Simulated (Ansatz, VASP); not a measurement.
# W16N in two plane-wave programs, part 3 of 3

Aim: how closely do two programs agree when they are given the same cell, functional and k mesh? Of the first pair: The structure shown is the start of the Ansatz relaxation below; VASP solves that cell, so the two are compared at the walk's first step.

VASP 6.6.1 and Ansatz 0.2.0.

So far. Step 4 (Side by side): The forces differ by 69 meV/Å r.m.s., which is 11.2 % of the r.m.s. force of 0.616 eV/Å (both taken over all components). With vacuum in the cell, a pressure given here is an average over mostly empty space and none of the material.

**7. VASP: single point, PBE, relaxed cell, pair 2**

Level of this step: PBE, no spin polarisation; plane waves and PAW (W, N) (VASP).

The same cell, functional, mesh and smearing now go to VASP, with its own data sets.

Contents of INCAR:

```
SYSTEM = W16N
PREC = Accurate
ENCUT = 520
EDIFF = 1E-06
NELM = 120
ISMEAR = 1
SIGMA = 0.15
LREAL = .FALSE.
ALGO = Normal
GGA = PE
NBANDS = 67
LASPH = .TRUE.
LORBIT = 11
LWAVE = .FALSE.
LCHARG = .FALSE.
ISIF = 2
LDIPOL = .TRUE.
IDIPOL = 3
DIPOL = 0.5 0.5 0.279
LVHAR = .TRUE.
GGA_COMPAT = .FALSE.
NELMDL = -8
KPAR = 4
```

Contents of POSCAR:

```
W16N
1.0
    6.3687169402      0.0000000000      0.0000000000
    3.1843584701      4.5033659568      0.0000000000
    0.0000000000      0.0000000000     39.9913536693
W N
16 1
Direct
    0.7500000000      0.5000000000      0.1883897127
    0.2500000000      0.5000000000      0.1883897127
    0.7500000000      0.0000000000      0.1883897127
    0.2500000000      0.0000000000      0.1883897127
    1.0000000000      0.0000000000      0.2446940546
    0.5000000000      0.0000000000      0.2446940546
    1.0000000000      0.5000000000      0.2446940546
    0.5000000000      0.5000000000      0.2446940546
    0.7509109743      0.4994243677      0.3016464497
    0.2496646579      0.4994243677      0.3016464497
    0.7513545804      0.9972908390      0.3000078062
    0.2498245287      0.0003509425      0.3008466435
    0.9992307556      0.0004115708      0.3569778210
    0.5003576736      0.0004115708      0.3569778210
    0.9963617378      0.5072765242      0.3564774303
    0.5080636485      0.4838727030      0.3547924253
    0.2092683204      0.0814633591      0.3843276348
```

Contents of KPOINTS:

```
Automatic mesh
0
Gamma
6 6 1
0 0 0
```

The projector-augmented-wave data sets are W and N (PBE family, release 64).

Started as:

```console
$ mpirun -np 4 vasp_std
```

Numbers of over 12 decimals in the logs are rounded to 6 here.

Log:

```text
[banner, memory and clock lines left out]
running    4 mpi-ranks, on    1 nodes
[...]
[... a notice as in an earlier step ...]

 LDA part: xc-table for (Slater+PW92), standard interpolation
 POSCAR, INCAR and KPOINTS ok, starting setup
[...]
entering main loop
       N       E                     dE             d eps       ncg     rms          rms(c)
DAV:   1     0.631425996172E+03    0.63143E+03   -0.33263E+04  1742   0.111E+03
DAV:   2    -0.107359735291E+03   -0.73879E+03   -0.70121E+03  2684   0.226E+02
DAV:   3    -0.214589795216E+03   -0.10723E+03   -0.10423E+03  2011   0.902E+01
DAV:   4    -0.221135884167E+03   -0.65461E+01   -0.64237E+01  2572   0.225E+01
[...]
DAV:  41    -0.206645124875E+03   -0.51548E-05   -0.36450E-07  1220   0.165E-03    0.533E-04
DAV:  42    -0.206645126601E+03   -0.17258E-05   -0.20557E-07  1124   0.128E-03    0.347E-04
DAV:  43    -0.206645126877E+03   -0.27555E-06   -0.85410E-08  1108   0.826E-04
   1 F= -.20664513E+03 E0= -.20664286E+03  d E =-.681424E-02
```

OUTCAR, selected parts (step 7):

```text
  Total      -24.5479026    -19.5498905    -10.2311747      0.0000000      0.1103990      0.0000000
  in kB      -34.2901735    -27.3086116    -14.2915980      0.0000000      0.1542128      0.0000000
  external PRESSURE =     -25.2967944 kB  Pullay stress =       0.0000000 kB

 POSITION                                       TOTAL-FORCE (eV/Angst)
 -----------------------------------------------------------------------------------
      6.36872      2.25168      7.53396         0.027420     -0.022225      0.888714
      3.18436      2.25168      7.53396        -0.027420     -0.022225      0.888714
      4.77654      0.00000      7.53396         0.000000      0.014736      0.797786
      1.59218      0.00000      7.53396         0.000000      0.007038      0.666609
      0.00000      0.00000      9.78565        -0.119707      0.009788     -0.538264
      3.18436      0.00000      9.78565         0.119707      0.009788     -0.538264
      1.59218      2.25168      9.78565        -0.000000     -0.107862     -0.793073
      4.77654      2.25168      9.78565         0.000000      0.110706     -0.793863
      6.37269      2.24909     12.06325        -0.006534      0.004493      0.088717
      3.18039      2.24909     12.06325         0.006534      0.004493      0.088717
      7.96090      4.49117     11.99772         0.000000     -0.016367     -0.021527
      1.59218      0.00158     12.03126         0.000000      0.008242      0.012214
      6.36513      0.00185     14.27603        -0.166460     -0.009606     -0.236260
      3.18795      0.00185     14.27603         0.166460     -0.009606     -0.236260
[...]
-----------------------------------------------------------------------------------
    total drift:                               -0.000001      0.000080     -0.000135

  FREE ENERGIE OF THE ION-ELECTRON SYSTEM (eV)
  ---------------------------------------------------
  free  energy   TOTEN  =      -206.6451268766 eV

  energy  without entropy=     -206.6383126335  energy(sigma->0) =     -206.64285546

[... 1 part as in an earlier step ...]

[... 2 further parts left out ...]
[key lines of the parts left out:]
E-fermi :  -2.0348
```

The run ends at a pressure of -2.53 GPa, with forces up to 0.89 eV/Å.

**8. Differences**

What differs besides the data sets and the points named for the pairs above, as far as they apply: the data sets hold 229 valence electrons in Ansatz (on its PAW soft_1 files) and 101 in VASP. Total energies have different zeros and are not compared.

Forces on 10 of the 17 atoms, those with the largest forces and the largest differences (eV/Å; atoms numbered as in POSCAR):

| atom | Ansatz x, y, z | VASP x, y, z |
| --- | --- | --- |
| W1 | 0.028, -0.023, 0.713 | 0.027, -0.022, 0.889 |
| W2 | -0.028, -0.023, 0.713 | -0.027, -0.022, 0.889 |
| W3 | 0.000, 0.015, 0.629 | 0.000, 0.015, 0.798 |
| W4 | 0.000, 0.008, 0.500 | 0.000, 0.007, 0.667 |
| W6 | 0.112, 0.009, -0.528 | 0.120, 0.010, -0.538 |
| W7 | 0.000, -0.108, -0.751 | 0.000, -0.108, -0.793 |
| W8 | 0.000, 0.112, -0.749 | 0.000, 0.111, -0.794 |
| W13 | 0.000, 0.000, 0.000 | -0.166, -0.010, -0.236 |
| W14 | 0.000, 0.000, 0.000 | 0.166, -0.010, -0.236 |
| W16 | 0.000, -0.001, -0.001 | 0.000, -0.095, -0.228 |

The forces differ by 92 meV/Å r.m.s., which is 29.9 % of the r.m.s. force of 0.309 eV/Å (both taken over all components). With vacuum in the cell, a pressure given here is an average over mostly empty space and none of the material.

**9. What came out**

```
r.m.s. force difference (single point, PBE, start cell, pair 1)   : 11 % of the r.m.s. force
r.m.s. force difference (single point, PBE, relaxed cell, pair 2) : 30 % of the r.m.s. force
```

The r.m.s. force difference is 30 % of the r.m.s. force (single point, PBE, relaxed cell, pair 2), beyond the 3 % picked in this series as the mark of a large difference. The data sets hold unlike numbers of valence electrons (229 in Ansatz and 101 in VASP), so part of the differences comes from the potentials. Single point, PBE, start cell, pair 1, VASP with the data sets W_sv and N: r.m.s. force difference goes from 69 to 17 meV/Å. What causes the difference of the single point, PBE, relaxed cell, pair 2 pair stays open here. How closely two codes agree says nothing of how well the functional describes the real material.

[Lines on the potential files, build, host, timing and source positions are cut from VASP's logs without a mark.]

[Logs are printed without paths, hosts, clocks, repeated set-up lines and the standing remarks that a program may print on its own settings, such as how far it seeks lower states.]

[Hosts, paths, dates, database ids (printed as entryN), source tags and the programs' standing remarks are cut or masked in the printed files.]
